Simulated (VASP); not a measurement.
Given:

```
V
1.0
   -1.54530     1.54530     1.54530
    1.54530    -1.54530     1.54530
    1.54530     1.54530    -1.54530
V
1
Direct
  0.00000   0.00000   0.00000
```

Computed with PBE GGA, VASP's PBE PAW potentials (set 64) (plane waves; VASP). Settings: 400 eV cut-off, 20×20×20 Γ-centred mesh, first-order Methfessel-Paxton smearing of 0.10 eV, potentials V_sv.

Problem. Give the stress tensor in GPa (positive for a compressed cell).

Solution. 
```
-15.34    0.00    0.00
  0.00  -15.34    0.00
  0.00    0.00  -15.34
```
The pressure is its mean diagonal, -15.34 GPa.

The compound is V in the bcc structure. The cell was not relaxed at this level. The run is one of a series of settings (KPOINTS 20×20×20 Γ-centred mesh against the base run), some of them coarse on purpose. The run is not spin-polarised, so no magnetic state was tried.
